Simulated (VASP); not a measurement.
A cell of SnTe (rock salt) near equilibrium:

```yaml
crystal:
  lattice:
    - [0.00000, 3.18407, 3.18407]
    - [3.18407, 0.00000, 3.18407]
    - [3.18407, 3.18407, 0.00000]
  atoms:
    - { symbol: Sn, position: [0.00000, 0.00000, 0.00000] }
    - { symbol: Te, position: [0.50000, 0.50000, 0.50000] }
```

Computed with r2SCAN meta-GGA, VASP's PBE PAW potentials (set 64) (plane waves; VASP).

Unless said otherwise, spin-orbit coupling is left out, though it shifts the bands of the heavy elements here.

```tsv
run	ΔE (meV/atom)	σxx	σyy	σzz	largest shear component, with its sign (GPa)	largest force (eV/Å)	gap (eV)
as it is	0.0	0.13	0.13	0.13	0.00	0.000	0.13
after one change	-1.5	0.16	0.16	0.35	0.00	0.041	0.29
```
Stress is in GPa, positive when the cell is compressed; gaps are those on the k-mesh, and 0.00 means metallic.

Problem. What was changed between the two runs?
(A) uniaxial strain of +4.0 % along y
(B) atom 1 (Sn) moved by -0.100 Å along z
(C) isotropic strain of -2.0 %
(D) atom 2 (Te) moved by -0.150 Å along x

Solution. B, atom 1 (Sn) moved by -0.100 Å along z

The compound is SnTe in the rock salt structure, which distorts at low temperature.
